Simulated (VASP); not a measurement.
Computed with PBE GGA with D4 dispersion, VASP's PBE PAW potentials (set 64) (plane waves; VASP).

A VASP calculation is set up with these files.

POSCAR:
```
NaF
1
    0.0000000000     2.3357715596     2.3357715596
    2.3357715596     0.0000000000     2.3357715596
    2.3357715596     2.3357715596     0.0000000000
Na F
1 1
Direct
  0.0000000000   0.0000000000   0.0000000000
  0.5000000000   0.5000000000   0.5000000000
```

**KPOINTS**
```
K-points
0
G
  11 11 11
0 0 0
```

**INCAR**
```
# general
SYSTEM = NaF
PREC   = Accurate
ENCUT  = 520
LREAL  = .FALSE.
LASPH  = .TRUE.

# electronic loop
EDIFF  = 1E-7
NELM   = 100
ALGO   = Normal

# smearing
ISMEAR = -5

# functional
GGA    = PE
IVDW   = 13

# ions
ISIF   = 2

# output
LWAVE  = .FALSE.
LCHARG = .TRUE.
LORBIT = 11
NEDOS  = 601
```

POTCAR, in this order: Na_pv F (PBE.64 set). Program: vasp_std.

Output

### OUTCAR
```
 ion  position               nearest neighbor table
   1  0.000  0.000  0.000-   2 2.34   2 2.34   2 2.34   2 2.34   2 2.34   2 2.34
   2  0.500  0.500  0.500-   1 2.34   1 2.34   1 2.34   1 2.34   1 2.34   1 2.34
  LATTYP: Found a face centered cubic cell.
 ALAT       =     4.6715431192
 Subroutine PRICEL returns:
 Original cell was already a primitive cell.
 Subroutine GETGRP returns: Found 48 space group operations
The static configuration has the point symmetry O_h .
The dynamic configuration has the point symmetry O_h .
 Subroutine INISYM returns: Found 48 space group operations
 Subroutine IBZKPT returns following result:
 Found     56 irreducible k-points:

 Following reciprocal coordinates:
            Coordinates               Weight
  0.000000  0.000000  0.000000      1.000000
  0.090909  0.000000  0.000000      8.000000
  0.181818  0.000000  0.000000      8.000000
  0.272727  0.000000  0.000000      8.000000
  0.363636  0.000000  0.000000      8.000000
  0.454545  0.000000  0.000000      8.000000
  0.090909  0.090909  0.000000      6.000000
  0.181818  0.090909  0.000000     24.000000
  0.272727  0.090909  0.000000     24.000000
...
```

OSZICAR:
```
       N       E                     dE             d eps       ncg     rms          rms(c)
DAV:   1     0.111144262794E+03    0.11114E+03   -0.81722E+03  1241   0.154E+03
DAV:   2    -0.319799000651E+01   -0.11434E+03   -0.10782E+03  1316   0.367E+02
DAV:   3    -0.940341593582E+01   -0.62054E+01   -0.61861E+01  1432   0.866E+01
DAV:   4    -0.946690857459E+01   -0.63493E-01   -0.63483E-01  1331   0.941E+00
DAV:   5    -0.946763643198E+01   -0.72786E-03   -0.72785E-03  1409   0.102E+00    0.542E+00
DAV:   6    -0.857654801166E+01    0.89109E+00   -0.38803E+00  1474   0.186E+01    0.186E+00
DAV:   7    -0.856558197396E+01    0.10966E-01   -0.29789E-02  1259   0.257E+00    0.105E+00
DAV:   8    -0.856693310833E+01   -0.13511E-02   -0.29174E-02  1238   0.442E+00    0.122E-01
DAV:   9    -0.856782074504E+01   -0.88764E-03   -0.40533E-03  1391   0.680E-01    0.901E-02
DAV:  10    -0.856773273513E+01    0.88010E-04   -0.53979E-04  1298   0.320E-01    0.101E-02
DAV:  11    -0.856773092702E+01    0.18081E-05   -0.15627E-05  1406   0.875E-02    0.344E-03
DAV:  12    -0.856773114488E+01   -0.21786E-06   -0.12916E-06  1268   0.230E-02    0.152E-03
DAV:  13    -0.856773091025E+01    0.23462E-06   -0.22196E-07  1274   0.558E-03    0.288E-04
DAV:  14    -0.856773089140E+01    0.18846E-07   -0.10143E-08   739   0.223E-03
   1 F= -.86685312E+01 E0= -.86685312E+01  d E =0.000000E+00
```

### OUTCAR
```
------------------------ aborting loop because EDIFF is reached ----------------------------------------
  Edisp (eV):   -0.10080
  FORCE on cell =-STRESS in cart. coord.  units (eV):
  Direction    XX          YY          ZZ          XY          YZ          ZX
  --------------------------------------------------------------------------------------
  Total       0.01227     0.01227     0.01227     0.00000     0.00000     0.00000
  in kB       0.77140     0.77140     0.77140     0.00000     0.00000     0.00000
  external pressure =        0.77 kB  Pullay stress =        0.00 kB
  volume of cell :       25.49
      direct lattice vectors                 reciprocal lattice vectors
     0.000000000  2.335771560  2.335771560    -0.214062029  0.214062029  0.214062029
     2.335771560  0.000000000  2.335771560     0.214062029 -0.214062029  0.214062029
     2.335771560  2.335771560  0.000000000     0.214062029  0.214062029 -0.214062029
  FREE ENERGIE OF THE ION-ELECTRON SYSTEM (eV)
  ---------------------------------------------------
  free  energy   TOTEN  =        -8.6685311902 eV

  energy  without entropy=       -8.6685311902  energy(sigma->0) =       -8.66853119

 total charge

# of ion       s       p       d       tot
------------------------------------------
    1        0.048   5.992   0.000   6.040
    2        1.728   4.377   0.000   6.106
--------------------------------------------------
tot          1.776  10.369   0.000  12.145
```
(Selected blocks of OUTCAR.)

The compound is NaF in the rock salt structure. It was relaxed first.
